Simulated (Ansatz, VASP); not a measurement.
# Mo3AuN (Mo3AuN antiperovskite) in two plane-wave programs, part 2 of 2

Aim: how closely do two programs agree when they are given the same cell, functional and k mesh? The cell is generated by rule, not measured, and may not be a known phase. The cell is taken from a series of runs on this material, whose earlier steps may have relaxed, scaled, displaced or heated it; both programs get it as it stands.

VASP 6.6.1 and Ansatz 0.2.0.

So far: The starting structure; VASP: relaxation of cell and atoms, PBEsol.

The structure was built from a prototype and need not be the compound's stable phase.

### Step 3. Ansatz: relaxation of cell and atoms, PBEsol

Level of this step: Ansatz beside VASP: Kohn-Sham DFT, plane waves, PBEsol (Ansatz).

Ansatz runs on its default PAW (the set named soft_2) files.

The same cell, functional, mesh and smearing now go to Ansatz, which takes its cutoff from its data sets.

The input, input.yaml:

```yaml
crystal:
  lattice:
    - [4.07891, 0.0, 0.0]
    - [0.0, 4.07891, 0.0]
    - [0.0, 0.0, 4.07891]
  atoms:
    - { symbol: Au, position: [0.0, 0.0, 0.0] }
    - { symbol: Mo, position: [0.5, 0.5, 0.0] }
    - { symbol: Mo, position: [0.5, 0.0, 0.5] }
    - { symbol: Mo, position: [0.0, 0.5, 0.5] }
    - { symbol: "N", position: [0.5, 0.5, 0.5] }
kpoints:
  mp_grid: { grid: [6, 6, 6] }
hamiltonian:
  xc: pbesol
scf:
  occupations: { method: gaussian, width: 0.1 }
output:
  forces: true
  stress: true
  eigenvalues: true
relax:
  adjacent_minimum: "off"
  f_tol: 0.005
  max_steps: 80
  cell: { stress_tol: 0.05 }
```

On the command line:

```sh
> ansatz run input.yaml --threads 4 --pin off --max-ram 16384MiB --backend cpu --events-out ev --progress --plain --runs-dir out
```

Numbers of over 12 decimals in the logs are rounded to 6 here.

What it wrote:

```text
Engine: ansatz 0.2.0, aarch64-unknown-linux-gnu
Pseudopotentials: kind: paw
Pseudopotential: Au, paw, valence charge 19, recommended cutoff 420 eV (normal), Au.paw.azcp
Pseudopotential: Mo, paw, valence charge 14, recommended cutoff 420 eV (normal), Mo.paw.azcp
Pseudopotential: N, paw, valence charge 5, recommended cutoff 420 eV (normal), N.paw.azcp
Functional definition: PBEsol
  exchange = pbesol_x
  correlation = pbesol_c
Crystal: 5 atoms, lattice volume = 67.863 Å³
Basis set: ecut = 420 eV, 1357 PW (Γ), exchange–correlation on 60×60×60 points (8 copies of the dense FFT grid, shifted against one another)
Bands: 40, of which v1, the nominal top of the filled ones, is band 33 counted from 1 (32 counted from 0)
Symmetry: 48 space group operations
Space group: Pm-3m (ITA 221), of the structure as read, at distance tolerance 4.1e-5 Å
k-points: 20 of 216
Non-local potential: Au, projectors of the file, l = 0: 3, l = 1: 2, l = 2: 2, l = 3: 1
Non-local potential: Mo, projectors of the file, l = 0: 3, l = 1: 2, l = 2: 2, l = 3: 1
Non-local potential: N, projectors of the file, l = 0: 2, l = 1: 2, l = 2: 1
PAW form: soft (Blöchl's): semilocal exchange-correlation on the pseudo side does not see the compensation charge
PAW frozen core: Au, regenerated for the run's functional, and the local potential with it (the file was generated under x = pbe(κ = 0.804, μ = 0.219515), c = pbe(β = 0.066725))
PAW frozen core: Mo, regenerated for the run's functional, and the local potential with it (the file was generated under x = pbe(κ = 0.804, μ = 0.219515), c = pbe(β = 0.066725))
PAW frozen core: N, regenerated for the run's functional, and the local potential with it (the file was generated under x = pbe(κ = 0.804, μ = 0.219515), c = pbe(β = 0.066725))
PAW one-centre angular grid: Au, 590 points (default); XC on 64 Gauss nodes
PAW one-centre angular grid: Mo, 590 points (default); XC on 64 Gauss nodes
PAW one-centre angular grid: N, 110 points (default); XC on 64 Gauss nodes
Initial density: superposition of atomic densities (neutral atoms: chi_scale 0, normalization atom), corrected by the library's trained network
Initial wavefunctions: pseudopotential atomic-orbital guess
Functional: x = pbesol(κ = 0.804, μ = 0.123457), c = pbesol(β = 0.046)
SCF iter   1: F=—  HF=-28078.987648 eV  |F-HF|=—  |Δ(HF+E_count)|=         —  Δρ=1.07e-2  dr2=6.90e-2  ethr=1.77e-3  ⟨swp⟩=5.2  Hψ=2815  notcnv=0
preconditioner: auto → Kerker (q_TF=auto, 2.716 Å⁻¹)  [metal: Δε(μ)=0.024 eV  Ē_g=6.732 eV  σ=0.100 eV  W_gap=0.13  n_scr=26 (ndim 8)  ℏωp=26.3 eV  f_vac=0.000  D(μ)=4.71/eV (n_scr^D=56)]
SCF iter   2: F=—  HF=-28078.975777 eV  |F-HF|=—  |Δ(HF+E_count)|=   1.19e-2  Δρ=4.80e-3  dr2=1.34e-2  ethr=1.05e-4  ⟨swp⟩=1.2  Hψ=967  notcnv=0
SCF iter   3: F=—  HF=-28078.972979 eV  |F-HF|=—  |Δ(HF+E_count)|=   2.80e-3  Δρ=8.49e-4  dr2=5.31e-4  ethr=2.04e-5  ⟨swp⟩=2.0  Hψ=997  notcnv=0
SCF iter   4: F=—  HF=-28078.972890 eV  |F-HF|=—  |Δ(HF+E_count)|=   8.88e-5  Δρ=1.51e-4  dr2=2.38e-5  ethr=8.04e-7  ⟨swp⟩=2.0  Hψ=1354  notcnv=0
SCF iter   5: F=—  HF=-28078.972955 eV  |F-HF|=—  |Δ(HF+E_count)|=   6.52e-5  Δρ=3.78e-5  dr2=1.88e-6  ethr=3.61e-8  ⟨swp⟩=2.0  Hψ=1072  notcnv=0
SCF iter   6: F=-28078.972955 eV  HF=-28078.972955 eV  |F-HF|=1.68e-8  |Δ(HF+E_count)|=   4.57e-7  Δρ=6.66e-6  dr2=3.10e-8  ethr=1.52e-10  ⟨swp⟩=6.8  Hψ=3623  notcnv=0
SCF 1 converged in 6 iterations: F = -28078.972955 eV  dr2 = 3.10e-8
  greatest PAW one-centre occupation: 1.001 electrons in one spin orbital (limit 2), on the Au atom at site 0 (counted from 0), in its partial waves of l = 0
relax step   1: F+E_penalty+E_count = -28078.97295471 eV  Δ(F+E_penalty+E_count) = +0.000e0 eV  max|allowed force component| = 1.990e-28 eV/Å  Δτ_max = 0.0000 Å  P = +1.227 GPa  Ω = 67.863 Å³  (6 SCF iters, dr2 threshold 1.00e-7 eV, accepted)
[...]
relax step   2: F+E_penalty+E_count = -28078.97297074 eV  Δ(F+E_penalty+E_count) = -1.602e-5 eV  max|allowed force component| = 8.393e-29 eV/Å  Δτ_max = 0.0000 Å  P = -0.873 GPa  Ω = 68.360 Å³  energy of the carried Pulay correction = -5.112e-4 eV  (6 SCF iters, dr2 threshold 5.00e-7 eV, accepted)
[...]
relax step   3: F+E_penalty+E_count = -28078.97375577 eV  Δ(F+E_penalty+E_count) = -7.850e-4 eV  max|allowed force component| = 1.041e-29 eV/Å  Δτ_max = 0.0000 Å  P = -0.007 GPa  Ω = 68.153 Å³  energy of the carried Pulay correction = -2.982e-4 eV  (6 SCF iters, dr2 threshold 5.00e-7 eV, accepted)
[...]
relax step   4: F+E_penalty+E_count = -28078.97413382 eV  Δ(F+E_penalty+E_count) = -3.780e-4 eV  max|allowed force component| = 1.199e-29 eV/Å  Δτ_max = 0.0000 Å  P = -0.001 GPa  Ω = 68.153 Å³  stress off target by 6.36e-4 GPa  SCF on the basis re-selected at this cell (its energy is not comparable with the rows above)  (6 SCF iters)
basis re-selected at this cell: Δ(F+E_penalty+E_count) = -3.780e-4 eV, ΔP = +0.006 GPa vs the last step (what re-selecting the basis moved, of the pressure what is left beyond the Pulay correction that the steps carried, after the strain that the cell walked since its last selection, with what the two solves' SCF thresholds leave and, on support functions, any second-order correction that the steps lacked; it is no m [...]
SCF converged after 6 iterations
Free energy (F): -28078.974134 eV
Harris-Foulkes:  -28078.974134 eV  (|F-HF|=1.09e-11)
Internal energy: -28078.951149 eV  (E = F + TS)
E sigma→0 (E₀):  -28078.962641 eV
Entropy (-TS):   -0.022985 eV (-4.597 meV/atom)
Fermi energy:    20.957484 eV
--- Per-component energies (eV) ---
  E_band       = -348.145953
  E_kinetic    = 2063.173315
  E_local      = -4262.371705  (includes V_loc(G=0)·N_el)
  E_nonlocal   = 553.700472
  E_hartree    = 1575.868546
  E_xc         = -835.835537
  E_vxc        = -1039.477529  (∫ρ·V_xc dr)
  E_paw        = -19117.586714  (= ΣΔE_a)
  E_vpaw       = -814.909226  (= ΣTr[D̂ρ^β])
  E_aug_tail   = 0.001634  (compensation charges beyond the density's cutoff)
  E_ewald      = -8056.866636
  E_core_change = 0.965476  (= ΣΔE_core)
  E_smearing   = -0.022985  (= −TS)
  E_closure    = 0.000000  (closes the sum)
  Σ components = -28078.974134   (vs F -28078.974134, Δ=0.00e0)
--- Forces (eV/Å), atoms counted from 1 ---
  atom   1  Au    -0.00000000    -0.00000000    -0.00000000
  atom   2  Mo    -0.00000000    -0.00000000     0.00000000
  atom   3  Mo    -0.00000000     0.00000000     0.00000000
  atom   4  Mo     0.00000000     0.00000000     0.00000000
  atom   5  N      0.00000000    -0.00000000     0.00000000
  max |Σ_I F_I| component: 2.42e-29 eV/Å
--- Stress (GPa, compression-positive) ---
       -0.000636       0.000000      -0.000000
        0.000000      -0.000636      -0.000000
       -0.000000      -0.000000      -0.000636
  P = ⅓ Tr σ = -0.0006 GPa (-0.006 kbar)
--- Band table (eV; the first three rows and the last of 20) ---
  k-point 0: bands = [... 29 lower, 19.8521, 19.8521, 22.1322, 22.1322, 22.4132, 22.4132, 22.4132, 24.0272, ... 3 higher]
  k-point 1: bands = [... 29 lower, 19.4990, 19.9675, 21.5684, 21.5684, 21.7395, 22.0668, 22.3463, 23.6137, ... 3 higher]
  k-point 2: bands = [... 29 lower, 18.2859, 20.3261, 20.6659, 20.9981, 20.9981, 21.8641, 22.2300, 22.6918, ... 3 higher]
  k-point 19: bands = [... 29 lower, 20.7530, 20.7530, 20.7530, 20.9095, 20.9095, 20.9095, 22.7020, 22.7020, ... 3 higher]
--- Relaxed structure (3 steps of the walk, 3 accepted, 1 SCFs on fresh bases) ---
  F+E_penalty+E_count = -28078.97413382 eV   max|allowed force component| = 1.199e-29 eV/Å   (the final SCF, on the basis selected at the relaxed cell)
  cell:  # Å, volume = 68.1526 Å³
    - [4.084706, 0, 0]
    - [0, 4.084706, 0]
    - [0, 0, 4.084706]
  atoms:
    - { symbol: Au, position: [0, 0, 0] }
    - { symbol: Mo, position: [0.5, 0.5, 0] }
    - { symbol: Mo, position: [0.5, 0, 0.5] }
    - { symbol: Mo, position: [0, 0.5, 0.5] }
    - { symbol: N, position: [0.5, 0.5, 0.5] }
```

### Step 4. Side by side

Known differences besides the potentials themselves: the data sets hold 66 valence electrons in Ansatz (on its default PAW (the set named soft_2) files) and 58 in VASP; the cutoff is 420 eV in Ansatz and 600 eV in VASP; Ansatz makes its cores anew for this functional, VASP keeps those of its PBE data sets; Ansatz adds a Pulay correction to the stress that steers its cell, VASP none. Total energies have different zeros and are not compared.

Both answers:

```
                                         quantity  Ansatz   VASP  difference
                                      volume (Å³)   68.15  68.20     -0.07 %
edge a after relaxation, in the typed setting (Å)   4.085  4.086     -0.02 %
```

### Step 5. What came out

```yaml
difference_in_volume_relaxation_of_cell_and_atoms_pbesol: -0.072 %
```

What this shows: The difference in volume is -0.072 % (relaxation of cell and atoms, PBEsol), within the 1.2 % picked in this series as the mark of a large difference, as far as the stopping tolerances let one tell. The data sets hold unlike numbers of valence electrons (66 in Ansatz and 58 in VASP), so part of the differences comes from the potentials. Such differences can come from data sets, numerical settings and the points named under the comparisons, not from the functional's error against experiment.

[Lines on the potential files, build, host, timing and source positions are cut from VASP's logs without a mark.]

[Logs are printed without paths, hosts, clocks, repeated set-up lines and the standing remarks that a program may print on its own settings, such as how far it seeks lower states.]

[Hosts, paths, dates, database ids (printed as entryN), source tags and the programs' standing remarks are cut or masked in the printed files.]
